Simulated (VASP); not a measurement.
Computed with r2SCAN meta-GGA, VASP's PBE PAW potentials (set 64) (plane waves; VASP).

The input files of a VASP run:

### INCAR
```
# general
SYSTEM  = HfSi
PREC    = Accurate
ENCUT   = 400
LREAL   = .False.
LASPH   = .True.

# electronic loop
EDIFF   = 1E-7
NELM    = 100
ALGO    = Normal
LMAXMIX = 6
LMIXTAU = .True.

# smearing
ISMEAR  = -5

# functional
METAGGA = R2SCAN

# ions
ISIF    = 2

# output
LWAVE   = .False.
LCHARG  = .False.
LORBIT  = 11
NEDOS   = 601
```

### POSCAR
```
HfSi
1
    6.8656778090     0.0000000000     0.0000000000
    0.0000000000     3.7635773430    -0.0000000000
    0.0000000000    -0.0000000000     5.2255256922
Hf Si
4 4
Direct
  0.6751851737   0.2500000000   0.3745099140
  0.3248148263   0.7500000000   0.6254900860
  0.8248148263   0.7500000000   0.8745099140
  0.1751851737   0.2500000000   0.1254900860
  0.5430861707   0.2500000000   0.8603288016
  0.4569138293   0.7500000000   0.1396711984
  0.9569138293   0.7500000000   0.3603288016
  0.0430861707   0.2500000000   0.6396711984
```

KPOINTS_OPT:
```
k-points along high-symmetry lines
5
Line-mode
Reciprocal
  0.000000   0.000000   0.000000 ! GAMMA
  0.500000   0.000000   0.000000 ! X

  0.500000   0.000000   0.000000 ! X
  0.500000   0.500000   0.000000 ! S

  0.500000   0.500000   0.000000 ! S
  0.000000   0.500000   0.000000 ! Y

  0.000000   0.500000   0.000000 ! Y
  0.000000   0.000000   0.000000 ! GAMMA

  0.000000   0.000000   0.000000 ! GAMMA
  0.000000   0.000000   0.500000 ! Z

  0.000000   0.000000   0.500000 ! Z
  0.500000   0.000000   0.500000 ! U

  0.500000   0.000000   0.500000 ! U
  0.500000   0.500000   0.500000 ! R

  0.500000   0.500000   0.500000 ! R
  0.000000   0.500000   0.500000 ! T

  0.000000   0.500000   0.500000 ! T
  0.000000   0.000000   0.500000 ! Z

  0.500000   0.000000   0.000000 ! X
  0.500000   0.000000   0.500000 ! U

  0.000000   0.500000   0.000000 ! Y
  0.000000   0.500000   0.500000 ! T

  0.500000   0.500000   0.000000 ! S
  0.500000   0.500000   0.500000 ! R
```

**KPOINTS**
```
Automatic mesh
0
Gamma
5 9 7
0 0 0
```

POTCAR, in this order: Hf_pv Si (PBE.64 set). Program: vasp_std.

The resulting files:

**OSZICAR**
```
       N       E                     dE             d eps       ncg     rms          rms(c)
DAV:   1     0.440205467483E+02    0.44021E+02   -0.26550E+04  4000   0.135E+03
DAV:   2    -0.221204787318E+03   -0.26523E+03   -0.26138E+03  4774   0.328E+02
DAV:   3    -0.235947001194E+03   -0.14742E+02   -0.14619E+02  5192   0.522E+01
DAV:   4    -0.236244007212E+03   -0.29701E+00   -0.29676E+00  4880   0.820E+00
DAV:   5    -0.236249579893E+03   -0.55727E-02   -0.55703E-02  5112   0.987E-01    0.102E+02
DAV:   6    -0.225197782177E+03    0.11052E+02   -0.56141E+00  4599   0.119E+01    0.590E+01
DAV:   7    -0.217151665818E+03    0.80461E+01   -0.52066E+00  4788   0.131E+01    0.397E+00
DAV:   8    -0.224222406309E+03   -0.70707E+01   -0.46711E+00  4400   0.108E+01    0.154E+01
DAV:   9    -0.223757344667E+03    0.46506E+00   -0.29662E-01  4908   0.329E+00    0.204E+00
DAV:  10    -0.222492824203E+03    0.12645E+01   -0.44164E-01  4107   0.532E+00    0.263E+00
DAV:  11    -0.222522757813E+03   -0.29934E-01   -0.41407E-02  4976   0.111E+00    0.273E+00
DAV:  12    -0.222523051229E+03   -0.29342E-03   -0.22937E-03  4987   0.219E-01    0.237E+00
DAV:  13    -0.222536079186E+03   -0.13028E-01   -0.36750E-02  4510   0.118E+00    0.914E-01
DAV:  14    -0.222532674055E+03    0.34051E-02   -0.23214E-03  5128   0.263E-01    0.263E-01
DAV:  15    -0.222534271790E+03   -0.15977E-02   -0.56050E-04  4742   0.927E-02    0.128E-01
DAV:  16    -0.222540483077E+03   -0.62113E-02   -0.45037E-03  4195   0.476E-01    0.121E-01
DAV:  17    -0.222540492873E+03   -0.97963E-05   -0.16913E-04  4968   0.672E-02    0.269E-02
DAV:  18    -0.222540492980E+03   -0.10718E-06   -0.76090E-06  5021   0.149E-02    0.261E-02
DAV:  19    -0.222540492860E+03    0.11965E-06   -0.78562E-06  4549   0.214E-02    0.306E-02
DAV:  20    -0.222540489419E+03    0.34414E-05   -0.92819E-06  4801   0.216E-02    0.222E-02
DAV:  21    -0.222540490260E+03   -0.84141E-06   -0.60212E-06  4835   0.136E-02    0.527E-03
DAV:  22    -0.222540491186E+03   -0.92561E-06   -0.77570E-07  4229   0.447E-03    0.735E-03
DAV:  23    -0.222540491191E+03   -0.53078E-08   -0.29595E-07  3417   0.332E-03
   1 F= -.22254049E+03 E0= -.22254049E+03  d E =0.000000E+00
       N       E                     dE             ncg
```

OUTCAR:
```
------------------------ aborting loop because EDIFF is reached ----------------------------------------
  FORCE on cell =-STRESS in cart. coord.  units (eV):
  Direction    XX          YY          ZZ          XY          YZ          ZX
  --------------------------------------------------------------------------------------
  Total        0.0076080      0.1965910     -0.1206747      0.0000000     -0.0000000      0.0000000
  in kB        0.0902744      2.3327053     -1.4318994      0.0000000     -0.0000000      0.0000000
  external PRESSURE =       0.3303601 kB  Pullay stress =       0.0000000 kB
  volume of cell :      135.03
      direct lattice vectors                 reciprocal lattice vectors
     6.865677809  0.000000000  0.000000000     0.145652043  0.000000000  0.000000000
     0.000000000  3.763577343  0.000000000     0.000000000  0.265704650  0.000000000
     0.000000000  0.000000000  5.225525692     0.000000000  0.000000000  0.191368306
 POSITION                                       TOTAL-FORCE (eV/Angst)
 -----------------------------------------------------------------------------------
      4.63560      0.94089      1.95701         0.006462      0.000000     -0.007506
      2.23007      2.82268      3.26851        -0.006462     -0.000000      0.007506
      5.66291      2.82268      4.56977        -0.006462     -0.000000     -0.007506
      1.20276      0.94089      0.65575         0.006462      0.000000      0.007506
      3.72865      0.94089      4.49567         0.008540     -0.000000      0.045933
      3.13702      2.82268      0.72986        -0.008540     -0.000000     -0.045933
      6.56986      2.82268      1.88291        -0.008540     -0.000000      0.045933
      0.29582      0.94089      3.34262         0.008540     -0.000000     -0.045933
 -----------------------------------------------------------------------------------
    total drift:                                0.000000     -0.000000     -0.000000
  FREE ENERGIE OF THE ION-ELECTRON SYSTEM (eV)
  ---------------------------------------------------
  free  energy   TOTEN  =      -222.5404911913 eV

  energy  without entropy=     -222.5404911913  energy(sigma->0) =     -222.54049119

 total charge

# of ion       s       p       d       tot
------------------------------------------
    1        0.289   6.450   1.698   8.438
    2        0.289   6.450   1.698   8.438
    3        0.289   6.450   1.698   8.438
    4        0.289   6.450   1.698   8.438
    5        0.738   0.993   0.000   1.731
    6        0.738   0.993   0.000   1.731
    7        0.738   0.993   0.000   1.731
    8        0.738   0.993   0.000   1.731
--------------------------------------------------
tot          4.108  29.774   6.793  40.675
```
(Selected blocks of OUTCAR.)

File OUTCAR:
```
 val. band max:        7.6817192748   @ k =   0.0000   0.1111   0.4286

 cond. band min:       7.4203035333   @ k =   0.0000   0.4444   0.4286


 Fermi energy:         7.6090174375

 k-point     1 :       0.0000    0.0000    0.0000
  band No.  band energies     occupation
      1     -24.3128      2.00000
      2     -24.3088      2.00000
      3     -24.2703      2.00000
      4     -24.1911      2.00000
      5     -24.1830      2.00000
      6     -24.1645      2.00000
      7     -24.1054      2.00000
      8     -24.0566      2.00000
      9     -24.0099      2.00000
     10     -23.9967      2.00000
     11     -23.9962      2.00000
     12     -23.9352      2.00000
     13      -5.1960      2.00000
     14      -3.2829      2.00000
     15       0.0637      2.00000
     16       0.2589      2.00000
     17       1.9172      2.00000
     18       2.9636      2.00000
     19       2.9974      2.00000
     20       3.5240      2.00000
     21       4.5985      2.00000
     22       4.6554      2.00000
     23       4.9311      2.00000
     24       5.1095      2.00000
     25       6.7597      2.00000
     26       7.0148      2.00000
     27       7.3052      2.00000
     28       7.3695      2.00021
     29       7.9747     -0.10934
     30       8.2938      0.00000
     31       8.5694      0.00000
     32       8.9178      0.00000
     33       8.9739      0.00000

 k-point     2 :       0.2000    0.0000    0.0000
  band No.  band energies     occupation
      1     -24.3157      2.00000
      2     -24.3070      2.00000
      3     -24.2716      2.00000
      4     -24.1854      2.00000
      5     -24.1747      2.00000
      6     -24.1580      2.00000
      7     -24.1201      2.00000
      8     -24.0443      2.00000
      9     -24.0249      2.00000
     10     -23.9995      2.00000
     11     -23.9894      2.00000
     12     -23.9405      2.00000
     13      -5.0567      2.00000
     14      -3.5410      2.00000
     15       0.0878      2.00000
...
```

For a metal the tetrahedron method with Blöchl corrections gives inexact stress and forces. Unless said otherwise, spin-orbit coupling is left out, though it shifts the bands of the heavy elements here.

The structure comes from a computed database's HfSi entry (Pnma); how it stands against other phases isn't given here. It was relaxed first.
